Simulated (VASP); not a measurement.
Method: PBE GGA, VASP's PBE PAW potentials (set 64) (plane waves; VASP).

The input files of a VASP run:

**KPOINTS**
```
kpoints
0
G
  3 3 3
0 0 0
```

### INCAR
```
# general
SYSTEM =CdF2
PREC   =Accurate
ENCUT  =520
LREAL  =.FALSE.
LASPH  =.TRUE.

# electronic loop
EDIFF  =1E-6
NELM   =100
ALGO   =Normal
LMAXMIX=4

# smearing
ISMEAR =0
SIGMA  =0.05

# functional
GGA    =PE

# ions
ISIF   =2

# output
LWAVE  =.FALSE.
LCHARG =.FALSE.
```

File POSCAR:
```
CdF2
1
    0.0000000000     2.6603230000     2.6751700000
    2.6786470000     0.0000000000     2.6751700000
    2.6786470000     2.6603230000     0.0000000000
Cd F
1 2
Direct
  0.0000000000   0.0000000000   0.0000000000
  0.2500000000   0.2500000000   0.2500000000
  0.7456650000   0.7543350000   0.7543350000
```

POTCAR, in this order: Cd F (PBE.64 set). Program: vasp_std.

Estimate the energy per atom (σ→0), pressure, largest force.

- energy per atom (σ→0) = -3.600 eV/atom
- pressure = 9.57 GPa
- largest force = 0.128 eV/Å

File OSZICAR:
```
...
DAV:   8    -0.108072332541E+02    0.46802E-02   -0.14101E-01   426   0.410E+00    0.664E-01
DAV:   9    -0.107988625298E+02    0.83707E-02   -0.38562E-02   446   0.267E+00    0.855E-02
DAV:  10    -0.107994646667E+02   -0.60214E-03   -0.29053E-03   394   0.629E-01    0.108E-01
DAV:  11    -0.107995469806E+02   -0.82314E-04   -0.91562E-05   385   0.108E-01    0.323E-02
DAV:  12    -0.107995669631E+02   -0.19983E-04   -0.27312E-05   393   0.546E-02    0.185E-02
DAV:  13    -0.107995686759E+02   -0.17128E-05   -0.65918E-06   418   0.230E-02    0.285E-03
DAV:  14    -0.107995685773E+02    0.98613E-07   -0.42267E-07   278   0.784E-03
   1 F= -.10799569E+02 E0= -.10799569E+02  d E =-.453340E-19
```

The compound is CdF2 in the fluorite structure. The cell was not relaxed at this level, atoms are displaced from their ideal sites. The k-mesh is coarse (spacing up to 0.68 per Å, 2π included), so the numbers may not be converged in it. The run is one of a series of settings (KPOINTS 3×3×3 Γ-centred mesh against the base run), some of them coarse on purpose.
